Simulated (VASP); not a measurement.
Output of a VASP run:

### OSZICAR
```
       N       E                     dE             d eps       ncg     rms          rms(c)
DAV:   1     0.154715299402E+03    0.15472E+03   -0.94890E+03   560   0.141E+03
DAV:   2     0.327171064311E+01   -0.15144E+03   -0.14874E+03   584   0.346E+02
DAV:   3    -0.743657377459E+01   -0.10708E+02   -0.10587E+02   734   0.979E+01
DAV:   4    -0.770981072568E+01   -0.27324E+00   -0.27310E+00   668   0.184E+01
DAV:   5    -0.771983085315E+01   -0.10020E-01   -0.10020E-01   752   0.327E+00    0.401E+00
DAV:   6    -0.762917695236E+01    0.90654E-01   -0.20838E-01   766   0.388E+00    0.249E+00
DAV:   7    -0.762577606445E+01    0.34009E-02   -0.75430E-02   696   0.162E+00    0.877E-01
DAV:   8    -0.762659652110E+01   -0.82046E-03   -0.90437E-03   638   0.110E+00    0.183E-01
DAV:   9    -0.762668830217E+01   -0.91781E-04   -0.78462E-04   812   0.364E-01    0.540E-02
DAV:  10    -0.762671540962E+01   -0.27107E-04   -0.14077E-04   590   0.123E-01    0.162E-02
DAV:  11    -0.762672786557E+01   -0.12456E-04   -0.62362E-05   658   0.743E-02    0.239E-02
DAV:  12    -0.762672665493E+01    0.12106E-05   -0.35340E-06   680   0.154E-02    0.192E-02
DAV:  13    -0.762672650013E+01    0.15480E-06   -0.19183E-07   608   0.310E-03    0.142E-02
DAV:  14    -0.762672522598E+01    0.12741E-05   -0.53456E-06   784   0.243E-02    0.409E-03
DAV:  15    -0.762672530449E+01   -0.78510E-07   -0.36728E-07   578   0.331E-03
   1 F= -.76267253E+01 E0= -.76267253E+01  d E =-.333485E-11
```

### OUTCAR
```
------------------------ aborting loop because EDIFF is reached ----------------------------------------
  FORCE on cell =-STRESS in cart. coord.  units (eV):
  Direction    XX          YY          ZZ          XY          YZ          ZX
  --------------------------------------------------------------------------------------
  Total        1.2166180      1.2166180      1.2166180     -0.0000000     -0.0000000     -0.0000000
  in kB       30.7680100     30.7680100     30.7680100     -0.0000000     -0.0000000     -0.0000000
  external PRESSURE =      30.7680100 kB  Pullay stress =       0.0000000 kB
  volume of cell :       63.35
      direct lattice vectors                 reciprocal lattice vectors
     0.000000000  3.164063131  3.164063131    -0.158024660  0.158024660  0.158024660
     3.164063131  0.000000000  3.164063131     0.158024660 -0.158024660  0.158024660
     3.164063131  3.164063131  0.000000000     0.158024660  0.158024660 -0.158024660
  FREE ENERGIE OF THE ION-ELECTRON SYSTEM (eV)
  ---------------------------------------------------
  free  energy   TOTEN  =        -7.6267253045 eV

  energy  without entropy=       -7.6267253045  energy(sigma->0) =       -7.62672530
```
(Selected blocks of OUTCAR.)

### POSCAR
```
PbTe
1
    0.0000000000     3.1640631312     3.1640631312
    3.1640631312     0.0000000000     3.1640631312
    3.1640631312     3.1640631312     0.0000000000
Te Pb
1 1
Direct
  0.5000000000   0.5000000000   0.5000000000
  0.0000000000   0.0000000000   0.0000000000
```

### Question
Write an INCAR and KPOINTS that could have produced this output.

### Answer
One answer among several that fit: the input of the run itself, AM05 GGA, plane waves, VASP's PBE PAW potentials (set 64).

### INCAR
```
ALGO = Normal
EDIFF = 1E-7
ENCUT = 520
GGA = AM
ISIF = 2
ISMEAR = 0
LASPH = .TRUE.
LCHARG = .FALSE.
LMAXMIX = 4
LREAL = .FALSE.
LWAVE = .FALSE.
NELM = 100
PREC = Accurate
SIGMA = 0.05
SYSTEM = PbTe
```

KPOINTS:
```
Automatic mesh
0
G
  7 7 7
```

POTCAR, in this order: Te Pb_d (PBE.64 set). Program: vasp_std.

The compound is PbTe in the rock salt structure. This cell is one point of a volume scan, at 0.94 of the reference volume.
